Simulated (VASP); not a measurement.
**TiSb (relaxed from the CsCl type structure, space group Pm-3m): computed properties**

The numbers are results of r2SCAN meta-GGA, VASP's PBE PAW potentials (set 64) (plane waves; VASP), not measurements.

```yaml
space_group: Pm-3m (221)
cell: a = b = c = 3.4078 Å, α = β = γ = 90.00°
volume_per_atom: 19.79 Å³/atom
band gap (over mesh and band path): none (metal, semimetal or under 0.01 eV)
density: 7.12 g/cm³
```

```yaml
crystal:
  lattice:
    - [3.40785, 0.00000, 0.00000]
    - [0.00000, 3.40785, 0.00000]
    - [0.00000, 0.00000, 3.40785]
  atoms:
    - { symbol: Ti, position: [0.00000, 0.00000, 0.00000] }
    - { symbol: Sb, position: [0.50000, 0.50000, 0.50000] }
```

Unless said otherwise, spin-orbit coupling is left out, though it shifts the bands of the heavy elements here.

The structure was generated: TiSb was put into the CsCl type type (Pm-3m), which need not be its known phase. It was relaxed first, which changed the volume by -33 %. Symmetry was kept, so distortions that lower it aren't found. The electron count is odd and the run is not spin-polarised, which forces a metal.
